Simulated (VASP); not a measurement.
Output of a VASP run:

File OUTCAR:
```
 ion  position               nearest neighbor table
   1  0.000  0.000  0.000-   2 1.55   2 1.55   2 1.55   2 1.55
   2  0.250  0.250  0.250-   1 1.55   1 1.55   1 1.55   1 1.55
  LATTYP: Found a face centered cubic cell.
 ALAT       =     3.5831361312
 Subroutine PRICEL returns:
 Original cell was already a primitive cell.
 Subroutine GETGRP returns: Found 24 space group operations
The static configuration has the point symmetry T_d .
The dynamic configuration has the point symmetry T_d .
 Subroutine INISYM returns: Found 24 space group operations
 Subroutine IBZKPT returns following result:
 Found     72 irreducible k-points:

 Following reciprocal coordinates:
            Coordinates               Weight
  0.000000  0.000000  0.000000      1.000000
  0.083333  0.000000  0.000000      8.000000
  0.166667  0.000000  0.000000      8.000000
  0.250000  0.000000  0.000000      8.000000
  0.333333  0.000000  0.000000      8.000000
  0.416667  0.000000  0.000000      8.000000
  0.500000  0.000000  0.000000      4.000000
  0.083333  0.083333  0.000000      6.000000
  0.166667  0.083333  0.000000     24.000000
  0.250000  0.083333  0.000000     24.000000
  0.333333  0.083333  0.000000     24.000000
  0.416667  0.083333  0.000000     24.000000
  0.500000  0.083333  0.000000     24.000000
 -0.416667  0.083333  0.000000     24.000000
 -0.333333  0.083333  0.000000     24.000000
 -0.250000  0.083333  0.000000     24.000000
 -0.166667  0.083333  0.000000     24.000000
 -0.083333  0.083333  0.000000     12.000000
  0.166667  0.166667  0.000000      6.000000
  0.250000  0.166667  0.000000     24.000000
  0.333333  0.166667  0.000000     24.000000
  0.416667  0.166667  0.000000     24.000000
  0.500000  0.166667  0.000000     24.000000
 -0.416667  0.166667  0.000000     24.000000
 -0.333333  0.166667  0.000000     24.000000
 -0.250000  0.166667  0.000000     24.000000
 -0.166667  0.166667  0.000000     12.000000
  0.250000  0.250000  0.000000      6.000000
  0.333333  0.250000  0.000000     24.000000
  0.416667  0.250000  0.000000     24.000000
  0.500000  0.250000  0.000000     24.000000
 -0.416667  0.250000  0.000000     24.000000
 -0.333333  0.250000  0.000000     24.000000
 -0.250000  0.250000  0.000000     12.000000
  0.333333  0.333333  0.000000      6.000000
  0.416667  0.333333  0.000000     24.000000
  0.500000  0.333333  0.000000     24.000000
 -0.416667  0.333333  0.000000     24.000000
 -0.333333  0.333333  0.000000     12.000000
  0.416667  0.416667  0.000000      6.000000
   k-points           NKPTS =     72   k-points in BZ     NKDIM =     72   number of bands    NBANDS=      8
   number of dos      NEDOS =    301   number of ions     NIONS =      2
   total plane-waves  NPLWV =   8000
   dimension x,y,z NGX =    20 NGY =   20 NGZ =   20
   dimension x,y,z NGXF=    40 NGYF=   40 NGZF=   40
   ions per type =               1   1
   PREC   = accura    normal or accurate (medium, high low for compatibility)
   ISTART =      0    job   : 0-new  1-cont  2-samecut
   ICHARG =      2    charge: 1-file 2-atom 10-const
   ISPIN  =      1    spin polarized calculation?
   LNONCOLLINEAR =      F non collinear calculations
   LSORBIT =      F    spin-orbit coupling
   INIWAV =      1    electr: 0-lowe 1-rand  2-diag
   ENCUT  =  520.0 eV  38.22 Ry    6.18 a.u.   4.71  4.71  4.71*2*pi/ulx,y,z
   NELM   =    100;   NELMIN=  2; NELMDL= -5     # of ELM steps
   EDIFF  = 0.1E-06   stopping-criterion for ELM
   LREAL  =      F    real-space projection
   NLSPLINE    = F    spline interpolate recip. space projectors
   LMAXMIX     =    2 max onsite mixed and CHGCAR
   VOSKOWN=      0    Vosko Wilk Nusair interpolation
   EDIFFG = 0.1E-05   stopping-criterion for IOM
   NSW    =      0    number of steps for IOM
   NBLOCK =      1;   KBLOCK =      1    inner block; outer block
   IBRION =     -1    ionic relax: 0-MD 1-quasi-New 2-CG
...
```

**OSZICAR**
```
       N       E                     dE             d eps       ncg     rms          rms(c)
DAV:   1     0.114559810436E+02    0.11456E+02   -0.53687E+03  1208   0.993E+02
DAV:   2    -0.155758346847E+02   -0.27032E+02   -0.26276E+02  1616   0.179E+02
DAV:   3    -0.157696967677E+02   -0.19386E+00   -0.19386E+00  1368   0.184E+01
DAV:   4    -0.157698566028E+02   -0.15984E-03   -0.15984E-03  1512   0.462E-01
DAV:   5    -0.157698566755E+02   -0.72673E-07   -0.72673E-07  1264   0.744E-03    0.771E+00
DAV:   6    -0.145776079979E+02    0.11922E+01   -0.53764E+00  1504   0.176E+01    0.343E+00
DAV:   7    -0.145146547172E+02    0.62953E-01   -0.13151E-01  1568   0.406E+00    0.207E+00
DAV:   8    -0.144979846460E+02    0.16670E-01   -0.10406E-01  1496   0.321E+00    0.259E-01
DAV:   9    -0.144981152308E+02   -0.13058E-03   -0.12230E-03  1168   0.466E-01    0.119E-01
DAV:  10    -0.144982869494E+02   -0.17172E-03   -0.21204E-04  1208   0.221E-01    0.200E-02
DAV:  11    -0.144982924360E+02   -0.54865E-05   -0.97140E-06  1312   0.389E-02    0.545E-03
DAV:  12    -0.144982922182E+02    0.21780E-06   -0.14107E-06  1456   0.123E-02    0.706E-04
DAV:  13    -0.144982922536E+02   -0.35466E-07   -0.39513E-08   584   0.248E-03
   1 F= -.14498292E+02 E0= -.14498292E+02  d E =-.562660E-21
```

**OUTCAR**
```
------------------------ aborting loop because EDIFF is reached ----------------------------------------
  FORCE on cell =-STRESS in cart. coord.  units (eV):
  Direction    XX          YY          ZZ          XY          YZ          ZX
  --------------------------------------------------------------------------------------
  Total        1.7300171      1.7300171      1.7300171      0.0000000     -0.0000000      0.0000000
  in kB      241.0077656    241.0077656    241.0077656      0.0000000     -0.0000000      0.0000000
  external PRESSURE =     241.0077656 kB  Pullay stress =       0.0000000 kB
  volume of cell :       11.50
      direct lattice vectors                 reciprocal lattice vectors
     0.000000000  1.791568066  1.791568066    -0.279085126  0.279085126  0.279085126
     1.791568066  0.000000000  1.791568066     0.279085126 -0.279085126  0.279085126
     1.791568066  1.791568066  0.000000000     0.279085126  0.279085126 -0.279085126
  FREE ENERGIE OF THE ION-ELECTRON SYSTEM (eV)
  ---------------------------------------------------
  free  energy   TOTEN  =       -14.4982922536 eV

  energy  without entropy=      -14.4982922536  energy(sigma->0) =      -14.49829225
```
(Selected blocks of OUTCAR.)

File POSCAR:
```
BN
1
    0.0000000000     1.7915680656     1.7915680656
    1.7915680656     0.0000000000     1.7915680656
    1.7915680656     1.7915680656     0.0000000000
B N
1 1
Direct
  0.0000000000   0.0000000000   0.0000000000
  0.2500000000   0.2500000000   0.2500000000
```

Q: Write an INCAR and KPOINTS that could have produced this output.

A: One answer among several that fit: the input of the run itself, vdW-DF2, plane waves, VASP's PBE PAW potentials (set 64).

**KPOINTS**
```
Automatic mesh
0
G
12 12 12
```

### INCAR
```
! general
SYSTEM   = BN
PREC     = Accurate
ENCUT    = 520
LREAL    = F
LASPH    = T

! electronic loop
EDIFF    = 1E-7
NELM     = 100
ALGO     = Normal

! smearing
ISMEAR   = 0
SIGMA    = 0.05

! functional
GGA      = ML
LUSE_VDW = T
AGGAC    = 0.0
ZAB_VDW  = -1.8867

! ions
ISIF     = 2

! output
LWAVE    = F
LCHARG   = F
```

POTCAR, in this order: B N (PBE.64 set). Program: vasp_std.

The compound is BN in the zinc blende structure. This cell is one point of a volume scan, at 0.94 of the reference volume.
